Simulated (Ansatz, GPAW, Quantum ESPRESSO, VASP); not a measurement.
**One calculation of BaTiO3, 4 ways**

```
Ba Ti O
1.0
     4.00600    0.00000    0.00000
     0.00000    4.00600    0.00000
     0.00000    0.00000    4.00600
Ba Ti O
1 1 3
Direct
  0.50000 0.50000 0.50000
  0.00000 0.00000 0.00000
  0.00000 0.00000 0.50000
  0.00000 0.50000 0.00000
  0.50000 0.00000 0.00000
```

Alike in all runs: task single point; functional PBEsol; k mesh 7 × 7 × 7; occupations fermi-dirac, width 0.05 eV; no spin polarisation; no spin-orbit coupling. Pressure is positive in compression and, in plane waves, holds the error of the finite cutoff.

```csv
program and potentials,plane-wave cutoff (eV),notes,pressure (GPa)
"GPAW, PAW data sets generated for this functional",800,-,-3.14
"VASP, PBE PAW files Ba_sv, O, Ti_sv, 520 eV",520,potentials made for PBE,-2.82
"Quantum ESPRESSO, GBRV 1.5 PBEsol",612,-,-3.60
"Ansatz, all-electron LAPW, scalar-relativistic",-,-,-4.60
```

The pressure spans -4.60 (Ansatz, all-electron LAPW, scalar-relativistic) to -2.82 GPa (VASP, PBE PAW files Ba_sv, O, Ti_sv, 520 eV), with all-electron results at -4.60.

Differences between rows come from potentials, basis sets and numerical settings, since the functional is the same but for its coding. Runs on potential files found faulty are left out.
